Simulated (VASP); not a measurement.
Computed with vdW-DF-cx, VASP's PBE PAW potentials (set 64) (plane waves; VASP).

The input files of a VASP run:

**INCAR**
```
SYSTEM = WS2
PREC = Accurate
ENCUT = 520
EDIFF = 1E-6
NELM = 100
ALGO = Normal
LREAL = .FALSE.
LASPH = .TRUE.
ISMEAR = 0
SIGMA = 0.05
GGA = CX
LUSE_VDW = .TRUE.
AGGAC = 0.0
LMAXMIX = 6
LWAVE = .FALSE.
LCHARG = .FALSE.
IBRION = 2
ISIF = 3
NSW = 60
EDIFFG = -0.02
```

**KPOINTS**
```
Regular mesh
0
Gamma
  7 7 2
```

POSCAR:
```
WS2
1
    1.5729433991    -2.7244178629    -0.0000000000
    1.5729433991     2.7244178629    -0.0000000000
    0.0000000000    -0.0000000000    12.3157635214
W S
2 4
Direct
  0.3333330000   0.6666670000   0.2500000000
  0.6666670000   0.3333330000   0.7500000000
  0.3333330000   0.6666670000   0.8774502583
  0.6666670000   0.3333330000   0.3774502583
  0.6666670000   0.3333330000   0.1225497417
  0.3333330000   0.6666670000   0.6225497417
```

POTCAR, in this order: W_sv S (PBE.64 set). Program: vasp_std.

The run wrote:

**OSZICAR**
```
       N       E                     dE             d eps       ncg     rms          rms(c)
DAV:   1     0.531197731247E+03    0.53120E+03   -0.29035E+04  1104   0.168E+03
DAV:   2    -0.626162958516E+01   -0.53746E+03   -0.52562E+03  1186   0.450E+02
DAV:   3    -0.384276731962E+02   -0.32166E+02   -0.31698E+02  1276   0.998E+01
DAV:   4    -0.392235201642E+02   -0.79585E+00   -0.79364E+00  1225   0.161E+01
DAV:   5    -0.392455093283E+02   -0.21989E-01   -0.21982E-01  1240   0.268E+00    0.393E+01
DAV:   6    -0.370666014189E+02    0.21789E+01   -0.12623E+01  1167   0.208E+01    0.174E+01
DAV:   7    -0.368489062983E+02    0.21770E+00   -0.35858E+00  1137   0.878E+00    0.639E+00
DAV:   8    -0.367340216599E+02    0.11488E+00   -0.59927E-01  1292   0.459E+00    0.210E+00
DAV:   9    -0.367364886703E+02   -0.24670E-02   -0.61171E-02  1356   0.125E+00    0.110E+00
DAV:  10    -0.367342882240E+02    0.22004E-02   -0.33026E-02  1237   0.112E+00    0.349E-01
DAV:  11    -0.367339223242E+02    0.36590E-03   -0.50888E-03  1194   0.435E-01    0.134E-01
DAV:  12    -0.367338836911E+02    0.38633E-04   -0.22090E-04  1250   0.992E-02    0.548E-02
DAV:  13    -0.367338985331E+02   -0.14842E-04   -0.11402E-04  1230   0.573E-02    0.216E-02
DAV:  14    -0.367338977640E+02    0.76907E-06   -0.79471E-06  1226   0.192E-02
   1 F= -.36733898E+02 E0= -.36733898E+02  d E =-.367339E+02
       N       E                     dE             d eps       ncg     rms          rms(c)
DAV:   1    -0.369602621418E+02   -0.22636E+00   -0.68458E+00  1055   0.233E+01    0.642E+00
DAV:   2    -0.367629731910E+02    0.19729E+00   -0.11444E+00  1159   0.717E+00    0.224E+00
DAV:   3    -0.367188202234E+02    0.44153E-01   -0.26277E-01  1202   0.221E+00    0.933E-01
DAV:   4    -0.367090869490E+02    0.97333E-02   -0.35776E-02  1230   0.124E+00    0.382E-01
DAV:   5    -0.367084614659E+02    0.62548E-03   -0.63584E-03  1333   0.480E-01    0.394E-01
DAV:   6    -0.367082105816E+02    0.25088E-03   -0.14281E-03  1214   0.223E-01    0.876E-02
DAV:   7    -0.367081049583E+02    0.10562E-03   -0.55884E-04  1160   0.160E-01    0.664E-02
DAV:   8    -0.367081064179E+02   -0.14596E-05   -0.19557E-05  1282   0.334E-02    0.585E-02
DAV:   9    -0.367081107115E+02   -0.42936E-05   -0.67616E-06  1089   0.161E-02    0.528E-02
DAV:  10    -0.367081059321E+02    0.47794E-05   -0.12271E-05  1169   0.264E-02    0.849E-03
DAV:  11    -0.367081058085E+02    0.12360E-06   -0.43425E-07   699   0.424E-03
   2 F= -.36708106E+02 E0= -.36708106E+02  d E =0.257920E-01
       N       E                     dE             d eps       ncg     rms          rms(c)
DAV:   1    -0.368614959946E+02   -0.15339E+00   -0.33431E+00  1055   0.160E+01    0.466E+00
DAV:   2    -0.367643693878E+02    0.97127E-01   -0.49926E-01  1135   0.485E+00    0.152E+00
DAV:   3    -0.367436825557E+02    0.20687E-01   -0.97039E-02  1173   0.144E+00    0.585E-01
DAV:   4    -0.367400073928E+02    0.36752E-02   -0.13658E-02  1170   0.761E-01    0.314E-01
DAV:   5    -0.367397153928E+02    0.29200E-03   -0.26217E-03  1295   0.316E-01    0.277E-01
DAV:   6    -0.367395857012E+02    0.12969E-03   -0.83633E-04  1190   0.159E-01    0.599E-02
DAV:   7    -0.367395552462E+02    0.30455E-04   -0.27181E-04  1139   0.115E-01    0.371E-02
DAV:   8    -0.367395557820E+02   -0.53577E-06   -0.91752E-06  1220   0.234E-02
   3 F= -.36739556E+02 E0= -.36739556E+02  d E =-.565802E-02
```

OUTCAR:
```
------------------------ aborting loop because EDIFF is reached ----------------------------------------
  FORCE on cell =-STRESS in cart. coord.  units (eV):
  Direction    XX          YY          ZZ          XY          YZ          ZX
  --------------------------------------------------------------------------------------
  Total        0.0428258      0.0428258     -0.0217102      0.0000000      0.0000000      0.0000000
  in kB        0.6449623      0.6449623     -0.3269583      0.0000000      0.0000000      0.0000000
  external PRESSURE =       0.3209888 kB  Pullay stress =       0.0000000 kB
  volume of cell :      106.39
      direct lattice vectors                 reciprocal lattice vectors
     1.576659249 -2.730853903  0.000000000     0.317126228 -0.183092914  0.000000000
     1.576659249  2.730853903 -0.000000000     0.317126228  0.183092914  0.000000000
     0.000000000  0.000000000 12.354228692     0.000000000  0.000000000  0.080943944
 POSITION                                       TOTAL-FORCE (eV/Angst)
 -----------------------------------------------------------------------------------
      1.57666      0.91029      3.08856         0.000000     -0.000000      0.000000
      1.57666     -0.91029      9.26567        -0.000000      0.000000      0.000000
      1.57666      0.91029     10.84332         0.000000     -0.000000     -0.001889
      1.57666     -0.91029      4.66621        -0.000000      0.000000     -0.001889
      1.57666     -0.91029      1.51091        -0.000000      0.000000      0.001889
      1.57666      0.91029      7.68802         0.000000     -0.000000      0.001889
 -----------------------------------------------------------------------------------
    total drift:                               -0.000155      0.001146     -0.000036
  FREE ENERGIE OF THE ION-ELECTRON SYSTEM (eV)
  ---------------------------------------------------
  free  energy   TOTEN  =       -36.7395557820 eV

  energy  without entropy=      -36.7395557820  energy(sigma->0) =      -36.73955578

 reached required accuracy - stopping structural energy minimisation
```
(Selected blocks of OUTCAR.)

File CONTCAR:
```
WS2
   1.00000000000000
     1.5766592488232847   -2.7308539032597254    0.0000000000000000
     1.5766592488232847    2.7308539032597254   -0.0000000000000000
     0.0000000000000000    0.0000000000000000   12.3542286919160755
  W               S
     2     4
Direct
     0.3333330000000032    0.6666669999999968    0.2500000000000000
     0.6666669999999968    0.3333330000000032    0.7500000000000000
     0.3333330000000032    0.6666669999999968    0.8777013685643833
     0.6666669999999968    0.3333330000000032    0.3777013685643833
     0.6666669999999968    0.3333330000000032    0.1222986314356167
     0.3333330000000032    0.6666669999999968    0.6222986314356167
```

The compound is WS2 in the 2H layered structure. This run relaxes it. Symmetry was kept, so distortions that lower it aren't found. The start is the result of an earlier pass.
